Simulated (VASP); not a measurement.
Data:

```xyz
3
Lattice="0.0000 3.4789 3.4789 3.4789 0.0000 3.4789 3.4789 3.4789 0.0000" Properties=species:S:1:pos:R:3 pbc="T T T"
Sr     0.0000     0.0000     0.0000
Cl     1.7395     1.7395     1.7395
Cl     5.2184     5.2184     5.2184
```

The numbers are results of PW91 GGA, VASP's PBE PAW potentials (set 64) (plane waves; VASP 6.6.1), not measurements. Run with 520 eV cut-off, 6×6×6 Γ-centred mesh, Gaussian smearing of 0.050 eV, potentials Sr_sv Cl.

Problem. Give the stress tensor in GPa (positive for a compressed cell).

Solution. 
```
1.20  0.00  0.00
0.00  1.20  0.00
0.00  0.00  1.20
```
The pressure is its mean diagonal, 1.20 GPa.

The compound is SrCl2 in the fluorite structure. This cell is one point of a volume scan, at 0.97 of the reference volume.
